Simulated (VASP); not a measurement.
Given:

```
CELL_PARAMETERS angstrom
      0.00000     3.10197     3.10197
      3.10197     0.00000     3.10197
      3.10197     3.10197     0.00000
ATOMIC_POSITIONS crystal
  Al 0.25000 0.25000 0.25000
  Al 0.75000 0.75000 0.75000
  Au 0.00000 0.00000 0.00000
```

All values below come from vdW-DF2, VASP's PBE PAW potentials (set 64) (plane waves; VASP). Run with 520 eV cut-off, Gaussian smearing of 0.050 eV, potentials Al Au.

Question: Give the energies of bands 1 to 11 at the high-symmetry points, in eV from the Fermi level.

Answer: 
| band | Γ | X | U | L | W |
|---|---|---|---|---|---|
| 1 | -9.84 | -6.79 | -6.88 | -7.93 | -6.58 |
| 2 | -6.06 | -6.43 | -6.38 | -6.05 | -6.58 |
| 3 | -6.06 | -5.98 | -5.99 | -5.84 | -5.75 |
| 4 | -6.06 | -5.36 | -5.45 | -5.84 | -5.73 |
| 5 | -5.21 | -5.36 | -5.16 | -5.11 | -5.36 |
| 6 | -5.21 | -4.96 | -5.13 | -5.11 | -4.85 |
| 7 | 1.17 | -4.68 | -4.39 | -5.07 | -3.84 |
| 8 | 3.03 | -1.82 | -3.18 | 0.43 | -3.84 |
| 9 | 3.03 | -1.82 | -1.17 | 0.43 | -1.94 |
| 10 | 3.03 | 0.53 | 1.49 | 2.64 | 3.64 |
| 11 | 3.45 | 2.30 | 4.23 | 3.11 | 3.64 |

It has no gap at this level: it comes out as a metal or semimetal.

The compound is AuAl2 in the fluorite structure. It was relaxed first, which changed the volume by +11 %. The electron count is odd and the run is not spin-polarised, which forces a metal.
